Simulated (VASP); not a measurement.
Method: optB88-vdW, VASP's PBE PAW potentials (set 64) (plane waves; VASP 6.6.1).

VASP ran on this input.

POSCAR:
```
Ni3Al
1
    3.5581911387     0.0000000000     0.0000000000
    0.0000000000     3.5581911387     0.0000000000
    0.0000000000     0.0000000000     3.5581911387
Al Ni
1 3
Direct
  0.0000000000   0.0000000000   0.0000000000
  0.0000000000   0.5000000000   0.5000000000
  0.5000000000   0.0000000000   0.5000000000
  0.5000000000   0.5000000000   0.0000000000
```

**KPOINTS**
```
k-points along high-symmetry lines
15
Line-mode
Reciprocal
  0.000000   0.000000   0.000000 ! GAMMA
  0.000000   0.500000   0.000000 ! X

  0.000000   0.500000   0.000000 ! X
  0.500000   0.500000   0.000000 ! M

  0.500000   0.500000   0.000000 ! M
  0.000000   0.000000   0.000000 ! GAMMA

  0.000000   0.000000   0.000000 ! GAMMA
  0.500000   0.500000   0.500000 ! R

  0.500000   0.500000   0.500000 ! R
  0.000000   0.500000   0.000000 ! X

  0.500000   0.500000   0.500000 ! R
  0.500000   0.500000   0.000000 ! M
```

### INCAR
```
SYSTEM = Ni3Al
PREC = Accurate; ENCUT = 520; LREAL = .FALSE.
LASPH = .TRUE.; ICHARG = 11
EDIFF = 1E-7; NELM = 100; ALGO = Normal
LMAXMIX = 4
ISMEAR = 0; SIGMA = 0.05
GGA = BO; LUSE_VDW = .TRUE.; AGGAC = 0.0
PARAM1 = 0.1833333333; PARAM2 = 0.22
LWAVE = .FALSE.; LCHARG = .FALSE.; LORBIT = 11
```

POTCAR, in this order: Al Ni (PBE.64 set). Program: vasp_std. Read from the step before: CHGCAR.

What VASP printed:

### OSZICAR
```
       N       E                     dE             d eps       ncg     rms          rms(c)
DAV:   1     0.195204029360E+03    0.19520E+03   -0.15122E+04  3616   0.214E+03
DAV:   2    -0.168507175483E+01   -0.19689E+03   -0.19080E+03  3608   0.364E+02
DAV:   3    -0.105089172921E+02   -0.88238E+01   -0.82989E+01  3872   0.104E+02
DAV:   4    -0.107034056781E+02   -0.19449E+00   -0.18870E+00  4256   0.135E+01
DAV:   5    -0.107093529906E+02   -0.59473E-02   -0.59458E-02  4608   0.217E+00
DAV:   6    -0.107096596285E+02   -0.30664E-03   -0.30663E-03  5180   0.424E-01
DAV:   7    -0.107096624973E+02   -0.28688E-05   -0.28686E-05  4616   0.381E-02
DAV:   8    -0.107096625603E+02   -0.63035E-07   -0.64676E-07  3044   0.430E-03
   1 F= -.10709663E+02 E0= -.10706353E+02  d E =-.661876E-02
```

### OUTCAR
```
 val. band max:        9.4453386709   @ k =   0.0714   0.5000   0.0714

 cond. band min:       9.4561713643   @ k =   0.2500   0.2500   0.0000



 k-point     1 :       0.0000    0.0000    0.0000
  band No.  band energies     occupation
      1      -0.5104      2.00000
      2       5.1647      2.00000
      3       5.8704      2.00000
      4       5.8704      2.00000
      5       6.2608      2.00000
      6       6.2608      2.00000
      7       6.2608      2.00000
      8       8.1221      2.00000
      9       8.1221      2.00000
     10       8.1221      2.00000
     11       8.8962      2.00000
     12       8.8962      2.00000
     13       9.2748      2.00000
     14       9.5321      0.02351
     15       9.5321      0.02351
     16       9.5321      0.02351
     17      10.3148      0.00000
     18      10.3148      0.00000
     19      10.3148      0.00000
     20      16.0600      0.00000

 k-point     2 :       0.0000    0.0357    0.0000
  band No.  band energies     occupation
      1      -0.4948      2.00000
      2       5.1700      2.00000
      3       5.8608      2.00000
      4       5.8803      2.00000
      5       6.2630      2.00000
      6       6.2630      2.00000
      7       6.2646      2.00000
      8       8.1133      2.00000
      9       8.1133      2.00000
     10       8.1180      2.00000
     11       8.8876      2.00000
     12       8.8964      2.00000
     13       9.2691      2.00000
     14       9.4780      0.46137
     15       9.4780      0.46133
     16       9.5321      0.02348
     17      10.2434      0.00000
     18      10.3891      0.00000
     19      10.3891      0.00000
     20      16.0603      0.00000

 k-point     3 :       0.0000    0.0714    0.0000
  band No.  band energies     occupation
      1      -0.4480      2.00000
      2       5.1850      2.00000
      3       5.8317      2.00000
      4       5.9100      2.00000
      5       6.2699      2.00000
      6       6.2699      2.00000
...
```

The density is held fixed in this step, so its total energy and stress have no physical meaning.

The compound is Ni3Al in the L1_2 structure. It was relaxed first. The run is not spin-polarised, so no magnetic state was tried. The electron count is odd and the run is not spin-polarised, which forces a metal.
